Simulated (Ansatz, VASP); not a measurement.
# Cross-check of HC4 (C(111) slab, H on both faces) between VASP and Ansatz

Aim: how closely do two programs agree when they are given the same cell, functional and k mesh? The cell is taken from a series of runs on this material, whose earlier steps may have relaxed, scaled, displaced or heated it; both programs get it as it stands.

Method: plane waves, with VASP 6.6.1 beside it; single point at RPBE with D3(BJ), in Ansatz 0.2.0.

### 1. The structure

The cell holds 160 atoms: 128 C and 32 H. Its edges and angles: a = 10.089 Å, b = 10.089 Å, c = 20.873 Å, α = 90.0°, β = 90.0°, γ = 120.0°. It derives from C (diamond-structure). As first built, before any earlier steps moved the atoms (in the runner's words): diamond-structure C (a = 3.567 A), (111) slab of 8 atomic planes, 4 x 4 surface cells, H on the broken bonds of both faces; displaced by a Gaussian of 0.02 A. Vacuum lies along c.

### 2. VASP: single point, RPBE with D3(BJ)

With cell and atoms fixed, the geometry can't cause a difference; cores, projectors, grids and the points listed under the comparison can.

Lines of VASP's logs that name or quote its potential files are left out, and so is its time.

INCAR

```
SYSTEM = HC4
PREC = Accurate
ENCUT = 520
EDIFF = 1E-06
NELM = 120
ISMEAR = -1
SIGMA = 0.05
LREAL = Auto
ALGO = Normal
GGA = RP
IVDW = 12
NBANDS = 384
LORBIT = 11
LWAVE = .FALSE.
LCHARG = .FALSE.
ISIF = 2
LASPH = .TRUE.
GGA_COMPAT = .FALSE.
EFERMI = MIDGAP
```

POSCAR

```
HC4
1.0
   10.0890000000      0.0000000000      0.0000000000
   -5.0445000000      8.7373300000      0.0000000000
    0.0000000000      0.0000000000     20.8730800000
C H
128 32
Direct
    0.3290500000      0.9129900000      0.3614500000
    0.2417600000      0.0037700000      0.3342900000
    0.1668200000      0.8305000000      0.4647900000
    0.3350200000      0.9205600000      0.4367400000
    0.2524400000      0.9967200000      0.5593100000
    0.1666000000      0.8326600000      0.5372600000
    0.3283200000      0.9211100000      0.6578200000
    0.2543100000      0.0049200000      0.6349500000
    0.3341200000      0.6662500000      0.3632900000
    0.2548100000      0.7461400000      0.3421800000
    0.1685400000      0.5811000000      0.4634500000
    0.3290700000      0.6580300000      0.4361600000
    0.2465100000      0.7491800000      0.5580500000
    0.1648400000      0.5820200000      0.5352800000
    0.3334300000      0.6705000000      0.6649200000
    0.2530100000      0.7513100000      0.6363400000
    0.5778200000      0.9126100000      0.3668300000
    0.4954300000      0.9889400000      0.3355400000
    0.4189600000      0.8368200000      0.4613700000
    0.5862700000      0.9138200000      0.4407300000
    0.4981300000      0.9955600000      0.5635200000
    0.4174200000      0.8361200000      0.5377000000
    0.5853500000      0.9168300000      0.6598300000
    0.5003900000      0.9976800000      0.6350800000
    0.3283000000      0.4172600000      0.3685600000
    0.2464100000      0.5010400000      0.3411100000
    0.1630500000      0.3301500000      0.4630100000
    0.3455300000      0.4247000000      0.4391400000
    0.2523300000      0.4979900000      0.5619100000
    0.1633300000      0.3386700000      0.5356700000
[... 124 atom lines left out ...]
    0.7686200000      0.2509500000      0.2898900000
    0.8226400000      0.1592800000      0.7089200000
    0.0082100000      0.5182300000      0.2912800000
    0.0726800000      0.3861100000      0.7075100000
    0.9785600000      0.2509300000      0.2892300000
    0.0529400000      0.1715900000      0.7109100000
```

KPOINTS

```
Automatic mesh
0
Gamma
1 1 1
0 0 0
```

Potentials, in the order of the species: C and H (PBE family, release 64).

The run is started by

```console
$ export OMP_NUM_THREADS=3
$ mpirun -np 1 vasp_gam
```

Numbers of over 12 decimals in the logs are rounded to 6 here.

What it wrote:

```text
[banner, memory and clock lines left out]
running    1 mpi-ranks, on    1 nodes
[...]
Offloading initialized ...    1 GPUs detected
[...]
|                                                                             |
|               ----> ADVICE to this user running VASP <----                  |
|                                                                             |
|     You enforced a specific xc type in the INCAR file but a different       |
|     [... a line on the potential file left out ...]
|     I HOPE YOU KNOW WHAT YOU ARE DOING!                                     |
|                                                                             |

 LDA part: xc-table for (Slater+PW92), standard interpolation
 POSCAR, INCAR and KPOINTS ok, starting setup
[...]
entering main loop
       N       E                     dE             d eps       ncg     rms          rms(c)
DAV:   1     0.526977743952E+04    0.52698E+04   -0.28966E+05   784   0.134E+03
DAV:   2    -0.640412198094E+03   -0.59102E+04   -0.55932E+04  1096   0.331E+02
DAV:   3    -0.124588459843E+04   -0.60547E+03   -0.59867E+03   992   0.109E+02
DAV:   4    -0.126543469012E+04   -0.19550E+02   -0.19481E+02  1024   0.218E+01
[...]
DAV:  22    -0.120740280573E+04   -0.16294E-04   -0.11273E-06   632   0.119E-03    0.383E-04
DAV:  23    -0.120740280741E+04   -0.16793E-05   -0.12331E-07   672   0.467E-04    0.338E-04
DAV:  24    -0.120740280788E+04   -0.46770E-06   -0.30011E-08   640   0.349E-04
   1 F= -.12774529E+04 E0= -.12774529E+04  d E =-.118960E-09
```

Parts of OUTCAR (step 2):

```text
  FREE ENERGIE OF THE ION-ELECTRON SYSTEM (eV)
  ---------------------------------------------------
  free  energy   TOTEN  =     -1277.4528850195 eV

  energy  without entropy=    -1277.4528850193  energy(sigma->0) =    -1277.45288502
```

### 3. Ansatz: single point, RPBE with D3(BJ)

Ansatz runs on its default PAW (the set named soft_2) files.

The same cell, functional, mesh and smearing now go to Ansatz, which takes its cutoff from its data sets.

input.yaml

```yaml
crystal:
  lattice:
    - [10.089, 0.0, 0.0]
    - [-5.0445, 8.73733, 0.0]
    - [0.0, 0.0, 20.87308]
  atoms:
    - { symbol: C, position: [0.32905, 0.91299, 0.36145] }
    - { symbol: C, position: [0.24176, 0.00377, 0.33429] }
    - { symbol: C, position: [0.16682, 0.8305, 0.46479] }
    - { symbol: C, position: [0.33502, 0.92056, 0.43674] }
    - { symbol: C, position: [0.25244, 0.99672, 0.55931] }
    - { symbol: C, position: [0.1666, 0.83266, 0.53726] }
    - { symbol: C, position: [0.32832, 0.92111, 0.65782] }
    - { symbol: C, position: [0.25431, 0.00492, 0.63495] }
    - { symbol: C, position: [0.33412, 0.66625, 0.36329] }
    - { symbol: C, position: [0.25481, 0.74614, 0.34218] }
    - { symbol: C, position: [0.16854, 0.5811, 0.46345] }
    - { symbol: C, position: [0.32907, 0.65803, 0.43616] }
    - { symbol: C, position: [0.24651, 0.74918, 0.55805] }
    - { symbol: C, position: [0.16484, 0.58202, 0.53528] }
    - { symbol: C, position: [0.33343, 0.6705, 0.66492] }
    - { symbol: C, position: [0.25301, 0.75131, 0.63634] }
    - { symbol: C, position: [0.57782, 0.91261, 0.36683] }
    - { symbol: C, position: [0.49543, 0.98894, 0.33554] }
    - { symbol: C, position: [0.41896, 0.83682, 0.46137] }
    - { symbol: C, position: [0.58627, 0.91382, 0.44073] }
    - { symbol: C, position: [0.49813, 0.99556, 0.56352] }
    - { symbol: C, position: [0.41742, 0.83612, 0.5377] }
    - { symbol: C, position: [0.58535, 0.91683, 0.65983] }
    - { symbol: C, position: [0.50039, 0.99768, 0.63508] }
    - { symbol: C, position: [0.3283, 0.41726, 0.36856] }
    - { symbol: C, position: [0.24641, 0.50104, 0.34111] }
    - { symbol: C, position: [0.16305, 0.33015, 0.46301] }
    - { symbol: C, position: [0.34553, 0.4247, 0.43914] }
    - { symbol: C, position: [0.25233, 0.49799, 0.56191] }
    - { symbol: C, position: [0.16333, 0.33867, 0.53567] }
[... 124 atom lines left out ...]
    - { symbol: H, position: [0.76862, 0.25095, 0.28989] }
    - { symbol: H, position: [0.82264, 0.15928, 0.70892] }
    - { symbol: H, position: [0.00821, 0.51823, 0.29128] }
    - { symbol: H, position: [0.07268, 0.38611, 0.70751] }
    - { symbol: H, position: [0.97856, 0.25093, 0.28923] }
    - { symbol: H, position: [0.05294, 0.17159, 0.71091] }
kpoints:
  mp_grid: { grid: [1, 1, 1] }
hamiltonian:
  xc: rpbe
  dispersion: d3bj
scf:
  occupations: { method: fermi_dirac, width: 0.05 }
output:
  forces: true
  populations: true
  dos:
    method: { smearing: { sigma: 0.1 } }
    de: 0.1
    projected:
      site_lists:
        C: [C]
        H: [H]
        hydrogen: [128, 129, 130, 131, 132, 133, 134, 135, 136, 137, 138, 139, 140, 141, 142, 143, 144, 145, 146, 147, 148, 149, 150, 151, 152, 153, 154, 155, 156, 157, 158, 159]
  eigenvalues: true
  write_density: true
  write_potential: true
  volumetric_format: npy
  elf: true
```

The run is started by

```console
$ ansatz run input.yaml --threads 4 --pin off --max-ram 8192MiB --backend cpu --events-out ev --progress --plain --runs-dir out
```

What it wrote:

```text
Engine: ansatz 0.2.0, aarch64-unknown-linux-gnu
Pseudopotentials: kind: paw
Pseudopotential: C, paw, valence charge 4, recommended cutoff 420 eV (normal), C.paw.azcp
Pseudopotential: H, paw, valence charge 1, recommended cutoff 420 eV (normal), H.paw.azcp
Functional definition: RPBE
  parameter kappa = 0.804
  parameter beta = 0.066725
  exchange = rpbe_x(kappa = kappa, mu = beta*pi^2/3)
  correlation = pbe_c(beta = beta)
Crystal: 160 atoms, lattice volume = 1839.981 Å³
Basis set: ecut = 420 eV, 35925 PW (Γ), exchange–correlation on 144×144×288 points (8 copies of the dense FFT grid, shifted against one another)
Bands: 432, of which v1, the nominal top of the filled ones, is band 272 counted from 1 (271 counted from 0)
Symmetry: 1 space group operations
Space group: P1 (ITA 1), of the structure as read, at distance tolerance 1.2e-4 Å
k-points: 1
Non-local potential: C, projectors of the file, l = 0: 2, l = 1: 2, l = 2: 1
Non-local potential: H, projectors of the file, l = 0: 2, l = 1: 1
PAW form: soft (Blöchl's): semilocal exchange-correlation on the pseudo side does not see the compensation charge
PAW frozen core: C, regenerated for the run's functional, and the local potential with it (the file was generated under x = pbe(κ = 0.804, μ = 0.219515), c = pbe(β = 0.066725))
PAW one-centre angular grid: C, 110 points (default); XC on 64 Gauss nodes
PAW one-centre angular grid: H, 110 points (default); XC on 64 Gauss nodes
Initial density: superposition of atomic densities (neutral atoms: chi_scale 0, normalization atom), corrected by the library's trained network
Initial wavefunctions: pseudopotential atomic-orbital guess
Functional: x = rpbe, c = pbe(β = 0.066725)
SCF iter   1: F=—  HF=-32838.324079 eV  |F-HF|=—  |Δ(HF+E_count)|=         —  Δρ=4.73e-3  dr2=9.67e-1  ethr=1.77e-3  ⟨swp⟩=10.0  Hψ=2442  notcnv=0  defer=94
preconditioner: auto → Resta (q_TF=auto, 2.227 Å⁻¹)  ε∞=2.6  [insulator: Δε(μ)=3.019 eV  Ē_g=16.057 eV  σ=0.050 eV  W_gap=1.00  n_scr=350 (ndim 8)  ℏωp=20.2 eV  f_vac=0.488  D(μ)=0.00/eV (n_scr^D=0)  ε∞_Penn≈2.6  vacuum switching on, ρ_ref=1.9e-2 e/Å³]
SCF iter   2: F=—  HF=-32838.173743 eV  |F-HF|=—  |Δ(HF+E_count)|=   1.50e-1  Δρ=3.24e-3  dr2=1.28e-1  ethr=1.78e-4  ⟨swp⟩=4.0  Hψ=725  notcnv=0  defer=152
SCF iter   3: F=—  HF=-32838.166032 eV  |F-HF|=—  |Δ(HF+E_count)|=   7.71e-3  Δρ=1.25e-3  dr2=2.39e-2  ethr=2.36e-5  ⟨swp⟩=3.0  Hψ=403  notcnv=0  defer=152
SCF iter   4: F=—  HF=-32838.168111 eV  |F-HF|=—  |Δ(HF+E_count)|=   2.08e-3  Δρ=2.00e-4  dr2=4.52e-4  ethr=4.40e-6  ⟨swp⟩=11.0  Hψ=553  notcnv=0  defer=152
SCF iter   5: F=—  HF=-32838.168193 eV  |F-HF|=—  |Δ(HF+E_count)|=   8.25e-5  Δρ=7.71e-5  dr2=7.43e-5  ethr=8.31e-8  ⟨swp⟩=4.0  Hψ=793  notcnv=0  defer=145
SCF iter   6: F=—  HF=-32838.168816 eV  |F-HF|=—  |Δ(HF+E_count)|=   6.22e-4  Δρ=1.79e-5  dr2=7.36e-6  ethr=1.37e-8  ⟨swp⟩=2.0  Hψ=690  notcnv=0  defer=145
SCF iter   7: F=—  HF=-32838.168818 eV  |F-HF|=—  |Δ(HF+E_count)|=   2.52e-6  Δρ=5.47e-6  dr2=5.66e-7  ethr=1.35e-9  ⟨swp⟩=3.0  Hψ=554  notcnv=0  defer=145
SCF iter   8: F=-32838.168818 eV  HF=-32838.168818 eV  |F-HF|=1.76e-8  |Δ(HF+E_count)|=   2.24e-7  Δρ=1.79e-6  dr2=5.92e-8  ethr=1.84e-11  ⟨swp⟩=31.0  Hψ=5276  notcnv=0
SCF 1 converged in 8 iterations: F = -32838.168818 eV  dr2 = 5.92e-8
  greatest PAW one-centre occupation: 0.666 electrons in one spin orbital (limit 2), on the C atom at site 49 (counted from 0), in its partial waves of l = 0
[...]
atom 146  H      0.25036298     0.67297433     0.28806270
  atom 147  H     -0.37689177     0.24419725    -1.75605331
  atom 148  H      0.35355120     0.18969156    -0.73968070
  atom 149  H     -0.04249301    -0.50604765    -0.48465363
  atom 150  H     -0.24221511    -0.91667428    -2.24107776
  atom 151  H      0.26743180    -1.12184646    -0.23319341
  atom 152  H      0.44758457     0.42915221    -0.35641375
  atom 153  H      0.10960872    -0.25389739     0.01598353
  atom 154  H      0.11376549    -0.15730142     1.63752631
  atom 155  H     -0.42317684     0.42106460     0.18581363
  atom 156  H      0.36255232     0.16161800     4.27005322
  atom 157  H      0.25409627    -0.60879846    -0.78068647
  atom 158  H      0.16559284     0.48466934     2.35233083
  atom 159  H      0.69700925     0.14980606    -0.28758044
  atom 160  H      0.98827508    -0.66748585    -0.05272546
  max |Σ_I F_I| component: 2.57e-5 eV/Å
--- Band table (eV) ---
  k-point 0: bands = [... 268 lower, 2.5399, 2.7809, 3.4005, 3.4529, 5.9340, 5.9840, 7.2356, 7.3058, ... 156 higher]
--- Löwdin populations: 160 sites ---
  site symbol       q [e]
     0      C      3.9657
     1      C      4.1553
     2      C      3.9801
     3      C      3.9988
     4      C      3.9847
     5      C      3.9806
     6      C      4.1457
     7      C      3.9593
     8      C      3.9524
     9      C      4.1248
    10      C      3.9849
    11      C      3.9868
    12      C      3.9842
    13      C      3.9879
    14      C      4.1348
    15      C      3.9720
    16      C      3.9676
    17      C      4.1134
    18      C      3.9961
    19      C      3.9836
    20      C      3.9858
    21      C      3.9848
    22      C      4.1042
    23      C      3.9659
[...]
152      H      0.8584
   153      H      0.8289
   154      H      0.8630
   155      H      0.8078
   156      H      0.8437
   157      H      0.8308
   158      H      0.8509
   159      H      0.8580
  spilling = 0.005077 (of n_electrons = 544.000000)
```

### 4. Differences

Known differences besides the potentials themselves: the cutoff is 420 eV in Ansatz and 520 eV in VASP (PREC = Accurate, projectors in real space); Ansatz makes its cores anew for this functional, VASP keeps those of its PBE data sets. Total energies have different zeros and are not compared.

The two programs side by side:

```
              quantity  Ansatz   VASP  difference
gap on the k mesh (eV)   2.481  2.480      +0.001
```

Forces on 10 of the 160 atoms, those with the largest forces and the largest differences (eV/Å; atoms numbered as in POSCAR):

```
atom          Ansatz x, y, z            VASP x, y, z
  C2    2.765, -1.134, 6.248    2.780, -1.135, 6.234
 C39   0.794, -1.814, -4.843   0.807, -1.817, -4.833
 C57   1.154, -2.057, -0.434   1.186, -2.047, -0.430
 C83  -3.074, -3.463, -2.102  -3.090, -3.470, -2.101
 C84   -0.571, 2.322, -0.313   -0.563, 2.333, -0.341
 C89    -0.423, 2.863, 0.073    -0.434, 2.893, 0.086
C103    1.453, 1.635, -4.044    1.460, 1.640, -4.042
C106  -2.289, -3.316, -1.624  -2.310, -3.326, -1.630
C111  -0.869, -1.411, -5.807  -0.865, -1.416, -5.786
H156     0.363, 0.162, 4.270     0.361, 0.159, 4.277
```

The forces differ by 11 meV/Å r.m.s., which is 0.8 % of the r.m.s. force of 1.505 eV/Å (both taken over all components). A gap on the mesh is an upper bound, since the band edges may lie between its points. With vacuum in the cell, a pressure given here is an average over mostly empty space and none of the material.

### 5. Summary of results

* r.m.s. force difference (single point, RPBE with D3(BJ)): 0.76 % of the r.m.s. force

In words: The r.m.s. force difference is 0.76 % of the r.m.s. force (single point, RPBE with D3(BJ)), within the 3 % picked in this series as the mark of a large difference. How closely two codes agree says nothing of how well the functional describes the real material.

[Lines on the potential files, build, host, timing and source positions are cut from VASP's logs without a mark.]

[Logs are printed without paths, hosts, clocks, repeated set-up lines and the standing remarks that a program may print on its own settings, such as how far it seeks lower states.]

[Hosts, paths, dates, database ids (printed as entryN), source tags and the programs' standing remarks are cut or masked in the printed files.]
